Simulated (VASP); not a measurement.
Here is the system:

```yaml
crystal:
  lattice:
    - [3.00900, 0.00000, 0.00000]
    - [0.00000, 3.00900, 0.00000]
    - [0.00000, 0.00000, 3.00900]
  atoms:
    - { symbol: Zn, position: [0.50000, 0.50000, 0.50000] }
    - { symbol: Cu, position: [0.00000, 0.00000, 0.00000] }
```

All values below come from PBE GGA, VASP's PBE PAW potentials (set 64) (plane waves; VASP). Settings: 400 eV cut-off, 11×11×11 Γ-centred mesh, first-order Methfessel-Paxton smearing of 0.10 eV, potentials Zn Cu.

**Question.** What does the run give for the energy per atom (σ→0), pressure, band gap (on the k-mesh) with the smallest direct gap where there is one?

**Answer.** 
```yaml
band gap (on the k-mesh): none (metal, semimetal or under 0.01 eV)
energy per atom (σ→0): -2.501 eV/atom
pressure: -50.5 kbar
```

Only differences to runs with the same potentials and settings are physical.

The compound is CuZn in the CsCl type structure. The cell was not relaxed at this level. The electron count is odd and the run is not spin-polarised, which forces a metal.
